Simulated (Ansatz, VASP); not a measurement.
**RbNbS3 in two plane-wave programs**

One calculation is typed for both programs; each brings its own data sets. How far apart do they land? The cell is generated by rule, not measured, and may not be a known phase. The cell is taken from a series of runs on this material, whose earlier steps may have relaxed, scaled, displaced or heated it; both programs get it as it stands.

Calculated with Ansatz 0.2.0; plane waves, with VASP 6.6.1 beside it; relaxation of cell and atoms at PBE.

The structure was built from a prototype and need not be the compound's stable phase.

## (1) Set-up

It takes space group Pm-3m (No. 221, cubic). The conventional cell has a = 4.902 Å, b = 4.902 Å, c = 4.902 Å, α = 90.00°, β = 90.00°, γ = 90.00°. Rb has 12 S at 3.47 Å nearest. Nearest to Nb lie 6 S at 2.45 Å. Nearest to S lie 2 Nb at 2.45 Å and 4 Rb at 3.47 Å. Farther neighbours and most contacts between anions are not listed.

As a file:

```cif
data_structure
_symmetry_space_group_name_H-M 'Pm-3m'
_symmetry_Int_Tables_number 221
_cell_length_a 4.9021
_cell_length_b 4.9021
_cell_length_c 4.9021
_cell_angle_alpha 90.000
_cell_angle_beta 90.000
_cell_angle_gamma 90.000
_cell_volume 117.80
loop_
_atom_site_label
_atom_site_type_symbol
_atom_site_symmetry_multiplicity
_atom_site_Wyckoff_symbol
_atom_site_fract_x
_atom_site_fract_y
_atom_site_fract_z
_atom_site_occupancy
Rb1 Rb 1 a 0.00000 0.00000 0.00000 1
Nb1 Nb 1 b 0.50000 0.50000 0.50000 1
S1 S 3 c 0.50000 0.50000 0.00000 1
```

## (2) Ansatz: relaxation of cell and atoms, PBE, pair 1

Ansatz runs on its PAW soft_1 files.

The relaxed volume is the usual yardstick between codes: in a stiff, nearly cubic crystal its relative difference is about their pressure difference at one cell divided by the bulk modulus.

input.yaml reads:

```yaml
crystal:
  lattice:
    - [4.902068014, 0.0, 0.0]
    - [0.0, 4.902068014, 0.0]
    - [0.0, 0.0, 4.902068014]
  atoms:
    - { symbol: Rb, position: [0.0, 0.0, 0.0] }
    - { symbol: Nb, position: [0.5, 0.5, 0.5] }
    - { symbol: S, position: [0.5, 0.5, 0.0] }
    - { symbol: S, position: [0.5, 0.0, 0.5] }
    - { symbol: S, position: [0.0, 0.5, 0.5] }
kpoints:
  mp_grid: { grid: [8, 8, 8] }
hamiltonian:
  xc: pbe
  pseudopotentials: { kind: paw, azcp: { folder: soft_1 } }
scf:
  occupations: { method: methfessel_paxton, width: 0.2 }
output:
  forces: true
  stress: true
  eigenvalues: true
relax:
  adjacent_minimum: "off"
  f_tol: 0.001
  max_steps: 60
  cell: { stress_tol: 0.01 }
```

Run with:

```sh
ansatz run input.yaml --threads 4 --pin off --max-ram 16384MiB --backend cpu --events-out ev --progress --plain --runs-dir out
```

Numbers of over 12 decimals in the logs are rounded to 6 here.

The log of the run:

```text
Engine: ansatz 0.2.0, aarch64-unknown-linux-gnu
Pseudopotentials: kind: paw
Pseudopotential: Rb, paw, valence charge 9, recommended cutoff 420 eV (normal), soft_1/Rb.paw.azcp
Pseudopotential: Nb, paw, valence charge 13, recommended cutoff 420 eV (normal), soft_1/Nb.paw.azcp
Pseudopotential: S, paw, valence charge 6, recommended cutoff 420 eV (normal), soft_1/S.paw.azcp
Functional definition: PBE
  parameter kappa = 0.804
  parameter beta = 0.066725
  exchange = pbe_x(kappa = kappa, mu = beta*pi^2/3)
  correlation = pbe_c(beta = beta)
Crystal: 5 atoms, lattice volume = 117.798 Å³
Basis set: ecut = 420 eV, 2325 PW (Γ), exchange–correlation on 72×72×72 points (8 copies of the dense FFT grid, shifted against one another)
Bands: 25, of which v1, the nominal top of the filled ones, is band 20 counted from 1 (19 counted from 0)
Symmetry: 48 space group operations
Space group: Pm-3m (ITA 221), of the structure as read, at distance tolerance 4.9e-5 Å
k-points: 35 of 512
Non-local potential: Rb, projectors of the file, l = 0: 3, l = 1: 2, l = 2: 2
Non-local potential: Nb, projectors of the file, l = 0: 3, l = 1: 2, l = 2: 2, l = 3: 1
Non-local potential: S, projectors of the file, l = 0: 2, l = 1: 2, l = 2: 1
PAW form: soft (Blöchl's): semilocal exchange-correlation on the pseudo side does not see the compensation charge
PAW one-centre angular grid: Rb, 110 points (default); XC on 64 Gauss nodes
PAW one-centre angular grid: Nb, 590 points (default); XC on 64 Gauss nodes
PAW one-centre angular grid: S, 110 points (default); XC on 64 Gauss nodes
Initial density: superposition of atomic densities (chi_scale 0.1, normalization cell, long waves kept (reshape's long-wave potential 0.00 eV rms))
Initial wavefunctions: pseudopotential atomic-orbital guess
Functional: x = pbe(κ = 0.804, μ = 0.219515), c = pbe(β = 0.066725)
SCF iter   1: F=—  HF=-10532.556643 eV  |F-HF|=—  |Δ(HF+E_count)|=         —  Δρ=5.74e-2  dr2=8.56e0  ethr=3.10e-3  ⟨swp⟩=6.5  Hψ=4535  notcnv=0
preconditioner: auto → Resta (q_TF=auto, 2.279 Å⁻¹)  ε∞=4.8  [insulator: Δε(μ)=0.583 eV  Ē_g=9.562 eV  σ=0.200 eV  W_gap=1.06  n_scr=26 (ndim 8)  ℏωp=18.7 eV  f_vac=0.000  D(μ)=-0.05/eV (n_scr^D=0)  ε∞_Penn≈4.8]
SCF iter   2: F=—  HF=-10530.954299 eV  |F-HF|=—  |Δ(HF+E_count)|=    1.60e0  S|Δr|=    0.00e0  Δρ=2.80e-2  dr2=1.50e0  ethr=3.10e-3  ⟨swp⟩=3.0  Hψ=2172  notcnv=0  defer=22
preconditioner: auto → Kerker (q_TF=auto, 2.279 Å⁻¹)  [metal: Δε(μ)=0.036 eV  Ē_g=8.248 eV  σ=0.200 eV  W_gap=0.15  n_scr=26 (ndim 8)  ℏωp=18.7 eV  f_vac=0.000  D(μ)=4.99/eV (n_scr^D=32)]
SCF iter   3: F=—  HF=-10530.761954 eV  |F-HF|=—  |Δ(HF+E_count)|=   1.92e-1  S|Δr|=    0.00e0  Δρ=1.37e-2  dr2=3.22e-1  ethr=3.10e-3  ⟨swp⟩=2.1  Hψ=1219  notcnv=0  defer=22
SCF iter   4: F=—  HF=-10530.699353 eV  |F-HF|=—  |Δ(HF+E_count)|=   6.26e-2  S|Δr|=    0.00e0  Δρ=9.78e-3  dr2=2.56e-1  ethr=8.05e-4  ⟨swp⟩=2.1  Hψ=1678  notcnv=0  defer=17
SCF iter   5: F=—  HF=-10530.664609 eV  |F-HF|=—  |Δ(HF+E_count)|=   3.47e-2  S|Δr|=    0.00e0  Δρ=1.49e-3  dr2=7.24e-3  ethr=6.40e-4  ⟨swp⟩=1.7  Hψ=914  notcnv=0  defer=16
SCF iter   6: F=—  HF=-10530.664292 eV  |F-HF|=—  |Δ(HF+E_count)|=   3.17e-4  S|Δr|=    0.00e0  Δρ=1.50e-3  dr2=6.87e-3  ethr=1.81e-5  ⟨swp⟩=2.1  Hψ=1362  notcnv=0  defer=16
SCF iter   7: F=—  HF=-10530.663447 eV  |F-HF|=—  |Δ(HF+E_count)|=   8.45e-4  S|Δr|=    0.00e0  Δρ=6.27e-4  dr2=1.16e-3  ethr=1.72e-5  ⟨swp⟩=1.0  Hψ=859  notcnv=0  defer=16
SCF iter   8: F=—  HF=-10530.663279 eV  |F-HF|=—  |Δ(HF+E_count)|=   1.69e-4  S|Δr|=    0.00e0  Δρ=4.10e-5  dr2=5.77e-6  ethr=2.89e-6  ⟨swp⟩=1.5  Hψ=882  notcnv=0  defer=16
SCF iter   9: F=—  HF=-10530.663299 eV  |F-HF|=—  |Δ(HF+E_count)|=   2.00e-5  S|Δr|=    0.00e0  Δρ=5.19e-5  dr2=7.05e-6  ethr=1.44e-8  ⟨swp⟩=3.0  Hψ=1713  notcnv=0  defer=16
SCF iter  10: F=-10530.663298 eV  HF=-10530.663298 eV  |F-HF|=1.96e-8  |Δ(HF+E_count)|=   7.71e-7  S|Δr|=    0.00e0  Δρ=2.91e-6  dr2=1.78e-8  ethr=2.50e-10  ⟨swp⟩=8.9  Hψ=4695  notcnv=0
SCF 1 converged in 10 iterations: F = -10530.663298 eV  dr2 = 1.78e-8
  greatest PAW one-centre occupation: 0.998 electrons in one spin orbital (limit 2), on the Nb atom at site 1 (counted from 0), in its partial waves of l = 0
relax step   1: F+E_penalty+E_count = -10530.66329778 eV  Δ(F+E_penalty+E_count) = +0.000e0 eV  max|allowed force component| = 3.222e-29 eV/Å  Δτ_max = 0.0000 Å  P = -0.016 GPa  Ω = 117.798 Å³  (10 SCF iters, dr2 threshold 1.00e-7 eV, accepted)
[...]
relax step   2: F+E_penalty+E_count = -10530.66330082 eV  Δ(F+E_penalty+E_count) = -3.046e-6 eV  max|allowed force component| = 7.369e-30 eV/Å  Δτ_max = 0.0000 Å  P = +0.002 GPa  Ω = 117.769 Å³  energy of the carried Pulay correction = +1.769e-6 eV  (4 SCF iters, dr2 threshold 6.61e-10 eV, accepted)
[...]
relax step   3: F+E_penalty+E_count = -10530.66329821 eV  Δ(F+E_penalty+E_count) = +2.618e-6 eV  max|allowed force component| = 2.093e-29 eV/Å  Δτ_max = 0.0000 Å  P = +0.002 GPa  Ω = 117.769 Å³  stress off target by 2.42e-3 GPa  SCF on the basis re-selected at this cell (its energy is not comparable with the rows above)  (8 SCF iters)
basis re-selected at this cell: Δ(F+E_penalty+E_count) = +2.618e-6 eV, ΔP = -0.000 GPa vs the last step (what re-selecting the basis moved, of the pressure what is left beyond the Pulay correction that the steps carried, after the strain that the cell walked since its last selection, with what the two solves' SCF thresholds leave and, on support functions, any second-order correction that the steps lacked; it is no m [...]
SCF converged after 8 iterations
Stability not checked: this state was not tested for a lower state beside it, because cold or Methfessel-Paxton smearing, or corrected tetrahedra, fill the levels in a way that the test cannot read (fill_not_monotonic; see scf.lower_state_search)
Free energy (F): -10530.663298 eV
Harris-Foulkes:  -10530.663298 eV  (|F-HF|=0.00e0)
Internal energy: -10530.661311 eV  (E = F + TS)
E sigma→0 (E₀):  -10530.662801 eV
Entropy (-TS):   -0.001987 eV (-0.397 meV/atom)
Fermi energy:    6.973216 eV
Step filling:    the computed levels leave a gap of 0.0888 eV = 0.4 smearing widths at the electron count; against every level under it full and every level over it empty, smearing changes F+E_penalty+E_count by +3.075 meV and its σ→0 estimate by +3.572 meV
--- Per-component energies (eV) ---
  E_band       = -254.807733
  E_kinetic    = 868.779217
  E_local      = -2058.959065  (includes V_loc(G=0)·N_el)
  E_nonlocal   = 382.538457
  E_hartree    = 657.866207
  E_xc         = -556.504265
  E_vxc        = -577.849742  (∫ρ·V_xc dr)
  E_paw        = -7528.764422  (= ΣΔE_a)
  E_vpaw       = -185.049060  (= ΣTr[D̂ρ^β])
  E_aug_tail   = 0.000026  (compensation charges beyond the density's cutoff)
  E_ewald      = -2295.617467
  E_smearing   = -0.001987  (= −TS)
  E_closure    = -0.000000  (closes the sum)
  Σ components = -10530.663298   (vs F -10530.663298, Δ=0.00e0)
--- Forces (eV/Å), atoms counted from 1 ---
  atom   1  Rb     0.00000000     0.00000000    -0.00000000
  atom   2  Nb     0.00000000     0.00000000     0.00000000
  atom   3  S      0.00000000    -0.00000000     0.00000000
  atom   4  S      0.00000000     0.00000000     0.00000000
  atom   5  S      0.00000000     0.00000000     0.00000000
  max |Σ_I F_I| component: 3.21e-29 eV/Å
--- Stress (GPa, compression-positive) ---
        0.002422      -0.000000       0.000000
       -0.000000       0.002422      -0.000000
       -0.000000      -0.000000       0.002422
  P = ⅓ Tr σ = 0.0024 GPa (0.024 kbar)
--- Band table (eV; the first three rows and the last of 35) ---
  k-point 0: bands = [... 16 lower, 5.8205, 6.3276, 6.3276, 6.3276, 6.5210, 6.5210, 6.5210, 8.2867, ... 1 higher]
  k-point 1: bands = [... 16 lower, 5.7366, 5.9912, 6.2794, 6.2794, 6.3359, 7.0893, 7.0893, 8.2946, ... 1 higher]
  k-point 2: bands = [... 16 lower, 5.2969, 5.5499, 6.2339, 6.2339, 6.3563, 7.8950, 7.8950, 8.3103, ... 1 higher]
  k-point 34: bands = [... 16 lower, 3.1086, 7.0838, 7.0838, 7.0838, 9.2923, 9.2923, 9.2923, 11.8792, ... 1 higher]
--- Relaxed structure (2 steps of the walk, 2 accepted, 1 SCFs on fresh bases) ---
  F+E_penalty+E_count = -10530.66329821 eV   max|allowed force component| = 2.093e-29 eV/Å   (the final SCF, on the basis selected at the relaxed cell)
  cell:  # Å, volume = 117.7687 Å³
    - [4.901662, 0, 0]
    - [0, 4.901662, 0.0]
    - [0, 0.0, 4.901662]
  atoms:
    - { symbol: Rb, position: [0, 0, 0] }
    - { symbol: Nb, position: [0.5, 0.5, 0.5] }
    - { symbol: S, position: [0.5, 0.5, 0] }
    - { symbol: S, position: [0.5, 0, 0.5] }
    - { symbol: S, position: [0, 0.5, 0.5] }
```

In the SCF lines HF is the Harris–Foulkes energy and dr2 the Hartree energy of the density residual, in eV; the loop may stop once dr2 is under the threshold and the program's other checks hold. Hψ counts applications of the Hamiltonian.

(Part 1 of 3 ends here.)

[Lines on the potential files, build, host, timing and source positions are cut from VASP's logs without a mark.]

[Logs are printed without paths, hosts, clocks, repeated set-up lines and the standing remarks that a program may print on its own settings, such as how far it seeks lower states.]

[Hosts, paths, dates, database ids (printed as entryN), source tags and the programs' standing remarks are cut or masked in the printed files.]
